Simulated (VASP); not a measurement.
Level of theory: PBE GGA with spin-orbit coupling, VASP's PBE PAW potentials (set 64) (plane waves; VASP).

Input for VASP

**INCAR**
```
# general
SYSTEM       =Mo
PREC         =Accurate
ENCUT        =300   # plane-wave cut-off (eV)
LREAL        =F   # projection in real space or not
LASPH        =T

# electronic loop
EDIFF        =1E-6   # SCF stop (eV)
NELM         =100
ALGO         =Normal
LMAXMIX      =4

# smearing
ISMEAR       =0   # Gaussian
SIGMA        =0.05

# functional
GGA          =PE   # PBE
GGA_COMPAT   =F

# spin
MAGMOM       =3*0.0
LSORBIT      =T
LNONCOLLINEAR=T

# ions
ISIF         =2   # forces and stress, cell fixed

# output
LWAVE        =F
LCHARG       =F
LORBIT       =11   # lm-projected
```

### POSCAR
```
Mo
1
   -1.5750000000     1.5750000000     1.5750000000
    1.5750000000    -1.5750000000     1.5750000000
    1.5750000000     1.5750000000    -1.5750000000
Mo
1
Direct
  0.0000000000   0.0000000000   0.0000000000
```

### KPOINTS
```
Automatic mesh
0
G
 10 10 10
0 0 0
```

POTCAR, in this order: Mo_sv (PBE.64 set). Program: vasp_ncl.

At this cut-off the stress carries a Pulay error, which pulls relaxed volumes low.

Task: Estimate the energy per atom (σ→0), pressure, band gap (on the k-mesh).

Result: 
The energy per atom (σ→0) comes out as -11.019 eV/atom and the band gap (on the k-mesh) is none (metal, semimetal or under 0.01 eV). The pressure is 22.6 kbar.

File OSZICAR:
```
...
DAV:   6    -0.110959457064E+02    0.58466E+00   -0.10082E+00  2226   0.122E+01    0.388E+00
DAV:   7    -0.110233208935E+02    0.72625E-01   -0.18395E-01  2402   0.477E+00    0.101E+00
DAV:   8    -0.110201933656E+02    0.31275E-02   -0.23786E-03  2250   0.660E-01    0.732E-01
DAV:   9    -0.110199012614E+02    0.29210E-03   -0.58704E-04  2318   0.332E-01    0.809E-02
DAV:  10    -0.110199352528E+02   -0.33991E-04   -0.21529E-05  2392   0.541E-02    0.450E-02
DAV:  11    -0.110199374619E+02   -0.22091E-05   -0.48309E-06  2212   0.290E-02    0.181E-03
DAV:  12    -0.110199367262E+02    0.73567E-06   -0.11625E-07  1268   0.454E-03
   1 F= -.11019937E+02 E0= -.11019273E+02  d E =-.132702E-02  mag=    -0.0000     0.0000     0.0000
```

The structure is a typed Mo crystal (Im-3m). The cell was not relaxed at this level. The run is one of a series of settings (GGA_COMPAT = .FALSE., LNONCOLLINEAR = .TRUE., LSORBIT = .TRUE., MAGMOM = 0.0 0.0 0.0, program vasp_ncl against the base run), some of them coarse on purpose.
